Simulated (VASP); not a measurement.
A convergence study with VASP on SnO (litharge): one setting is varied, all else stays as given below, so the limit is that of these other settings.

```xyz
4
Lattice="3.8000 0.0000 0.0000 0.0000 3.8000 0.0000 0.0000 0.0000 4.8400" Properties=species:S:1:pos:R:3 pbc="T T T"
Sn     1.9000     0.0000     3.6881
Sn     0.0000     1.9000     1.1519
O      1.9000     1.9000     0.0000
O      0.0000     0.0000     0.0000
```

Level of theory: PBE GGA, VASP's PBE PAW potentials (set 64) (plane waves; VASP 6.6.1). The tightest run used: 700 eV cut-off, 11×11×8 Monkhorst-Pack mesh, Gaussian smearing of 0.050 eV, potentials Sn_d O.

```csv
setting,E (eV/atom),pressure (GPa),largest force (eV/Å),irreducible k-points
1×1×1 mesh,-4.6539,16.62,2.758,1
2×2×1 mesh,-5.5882,6.53,0.432,1
3×3×2 mesh,-5.6771,4.24,0.569,3
```

**Question.** These are the cheaper rows. Estimate the results at 11×11×8 mesh, and how far the last row shown lies from them.

**Answer.** 
| quantity | tightest run | last row shown is off by |
|---|---|---|
| E (eV/atom) | -5.6694 | -0.0077 |
| pressure (GPa) | 4.58 | -0.33 |
| largest force (eV/Å) | 0.467 | 0.102 |

Left out are rungs that failed or repeat a setting and relaxations that didn't move; long series are thinned to 24 rows.

The compound is SnO in the litharge structure. The cell was not relaxed at this level, forces remain on its atoms.
